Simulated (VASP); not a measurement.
NaI (rock salt) relaxed at rising pressure, in one space group throughout; other phases were not tried. The pressures are those reached. Computed with LDA (Ceperley-Alder, Perdew-Zunger), VASP's LDA PAW potentials (set 64) (plane waves; VASP).

| P (GPa) | V (Å³/atom) | k-mesh |
|---|---|---|
| 0.10 | 30.560 | 7×7×7 |
| 4.93 | 26.142 | 8×8×8 |
| 10.05 | 23.709 | 8×8×8 |
| 19.91 | 20.946 | 8×8×8 |
| 30.06 | 19.195 | 9×9×9 |

A change of mesh leaves a small step in the series.

Problem. Fit an equation of state and predict the volume at 45.05 GPa.

Solution. Least squares on the third-order Birch-Murnaghan form, P = (3B0/2)(y⁷ − y⁵)[1 + (3/4)(B′ − 4)(y² − 1)] with y = (V0/V)^(1/3), gives V0 = 30.682 Å³/atom, B0 = 21 GPa and B′ = 4.6, and so 17.483 Å³/atom. The run gave 17.465 Å³/atom, -0.1 % from the fit.

Pressures at which the relaxation failed are left out.

The compound is NaI in the rock salt structure.
